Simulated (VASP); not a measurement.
A VASP calculation is set up with these files.

### KPOINTS
```
Automatic mesh
0
Gamma
7 7 7
0 0 0
```

**POSCAR**
```
MoS2
1.0
  1.5708657828   0.9069395607   6.2393756720
 -1.5708657828   0.9069395607   6.2393756720
  0.0000000000  -1.8138791215   6.2393756720
Mo S
1 2
Cartesian
  0.0000000000  -0.0000000001  18.7139225278
  0.0000000000  -0.0000000000   7.7935477642
 -0.0000000000  -0.0000000000   4.6773036792
```

INCAR:
```
# general
SYSTEM  = MoS2
PREC    = Accurate
ENCUT   = 400   # plane-wave cut-off (eV)
LREAL   = F   # projection in real space or not
LASPH   = T   # aspherical one-centre terms

# electronic loop
EDIFF   = 1E-6   # SCF stop (eV)
NELM    = 100
ALGO    = Normal   # blocked Davidson
LMAXMIX = 4   # l cut-off of mixed one-centre charges

# smearing
ISMEAR  = 0   # Gaussian
SIGMA   = 0.05   # width (eV)

# functional
GGA     = PS   # PBEsol

# ions
IBRION  = 2   # conjugate gradients
NSW     = 60
ISIF    = 3   # ions, shape and volume
EDIFFG  = -0.02

# output
LWAVE   = F
LCHARG  = F
```

POTCAR, in this order: Mo_sv S (PBE.64 set). Program: vasp_std.

Translate this PBEsol calculation to Ansatz.

One equivalent input (not run):
Ansatz 0.2 input:
```yaml
crystal:
  lattice:
    - [1.5708658, 0.9069396, 6.2393757]
    - [-1.5708658, 0.9069396, 6.2393757]
    - [0.0000000, -1.8138791, 6.2393757]
  atoms:
    - { symbol: Mo, position: [0.9997754, 0.9997754, 0.9997754] }
    - { symbol: S, position: [0.4163637, 0.4163637, 0.4163637] }
    - { symbol: S, position: [0.2498810, 0.2498810, 0.2498810] }
kpoints:
  mp_grid: { grid: [7, 7, 7] }
hamiltonian:
  xc: pbesol
  pseudopotentials: { kind: paw }
scf:
  occupations: { method: gaussian, width: 0.05 }
  max_iter: 100
relax:
  max_steps: 60
  f_tol: 0.02
  cell: {}
output: { forces: true, stress: true, eigenvalues: true }
```
Limits of the translation: each code has its own PAW files, so the cut-off isn't converted (ENCUT is set for VASP's; basis.ecutwfc is left out, and Ansatz then takes the one that its files recommend); Ansatz stops its SCF on the density residual and VASP on the energy change (EDIFF).

The structure comes from a computed database's MoS2 entry (R3m); how it stands against other phases isn't given here. It was relaxed first, which changed the volume by -6 %. The start is the result of an earlier pass.
